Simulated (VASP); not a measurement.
Elastic constants (GPa) of a crystal from PBE GGA, VASP's PBE PAW potentials (set 64) (VASP):

```
      xx    yy    zz    yz    xz    xy
--  ----  ----  ----  ----  ----  ----
xx  66.2  38.6  31.8   0.0   0.0   0.0
yy  38.6  66.2  31.8   0.0   0.0   0.0
zz  31.8  31.8  75.1   0.0   0.0   0.0
yz   0.0   0.0   0.0  12.4   0.0   0.0
xz   0.0   0.0   0.0   0.0  12.4   0.0
xy   0.0   0.0   0.0   0.0   0.0  13.8
```

Problem. Work out the Voigt, Reuss and Hill moduli, Young's modulus and Poisson's ratio.

Solution. All eigenvalues are positive (smallest 12.4 GPa), so the crystal is stable. K_V = (C11+C22+C33+2(C12+C13+C23))/9 = (207.5 + 2×102.2)/9 = 45.8 GPa; G_V = (207.5 − 102.2 + 3×38.6)/15 = 14.7 GPa. From the compliances, K_R = 45.8 GPa and G_R = 14.2 GPa. Hill: K = 45.8 GPa, G = 14.4 GPa, E = 9KG/(3K+G) = 39.2 GPa, ν = (3K−2G)/(2(3K+G)) = 0.357. K/G = 3.17, above Pugh's 1.75; universal anisotropy A^U = 0.21.

Problem. With a density of 5.35 g/cm³, what are the mean sound speeds?

Solution. v_l = √((K+4G/3)/ρ) = 3.49 km/s and v_t = √(G/ρ) = 1.64 km/s. The crystal is CdSe (wurtzite), hexagonal.

The compound is CdSe in the wurtzite structure. It was relaxed first, which changed the volume by +6 %.
